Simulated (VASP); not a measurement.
Crystal: InSb.

```
In Sb
1.0
     0.00000    3.26032    3.26032
     3.26032    0.00000    3.26032
     3.26032    3.26032    0.00000
In Sb
1 1
Direct
  0.00000 0.00000 0.00000
  0.25000 0.25000 0.25000
```

Base run:

| Quantity | Value |
| --- | --- |
| Program | VASP 6.6.1 |
| Functional | TB-mBJ |
| Potentials or basis | VASP PAW PBE potentials, release 64 (In_d, Sb) |
| Cutoff | 520 eV |
| k mesh | 10 × 10 × 10 |
| Occupations | gaussian, width 0.03 eV |
| Spin | no spin polarisation |

Its results: band gap on the k mesh 0.39 eV, direct.

**Question.** The run is repeated on the same cell with these changes: functional from TB-mBJ to r2SCAN. What comes out?

**Answer.** Band gap on the k mesh 0.12 eV, direct.

Caveats: spin-orbit coupling is left out, which moves the levels of the heavy elements.
